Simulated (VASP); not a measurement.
Consider the following.

```xyz
2
Lattice="0.0000 3.2672 3.2672 3.2672 0.0000 3.2672 3.2672 3.2672 0.0000" Properties=species:S:1:pos:R:3 pbc="T T T"
Sr     0.0000     0.0000     0.0000
Te     3.2672     3.2672     3.2672
```

The numbers are results of LDA (Ceperley-Alder, Perdew-Zunger), VASP's LDA PAW potentials (set 64) (plane waves; VASP), not measurements. Settings: 400 eV cut-off, 6×6×6 Γ-centred mesh, Gaussian smearing of 0.050 eV, potentials Sr_sv Te.

Unless said otherwise, spin-orbit coupling is left out, though it shifts the bands of the heavy elements here.

Task: Estimate the energy per atom (σ→0), band gap (on the k-mesh) with the smallest direct gap where there is one.

Result: 
```
Property                                      Value
-----------------------------------  --------------
band gap (on the k-mesh)                    1.41 eV
smallest direct gap (on the k-mesh)         2.20 eV
energy per atom (σ→0)                -4.628 eV/atom
```

Only differences to runs with the same potentials and settings are physical.

The structure comes from a computed database's SrTe entry (Fm-3m); how it stands against other phases isn't given here. It was relaxed first, which changed the volume by -8 %. The start is the result of an earlier pass.
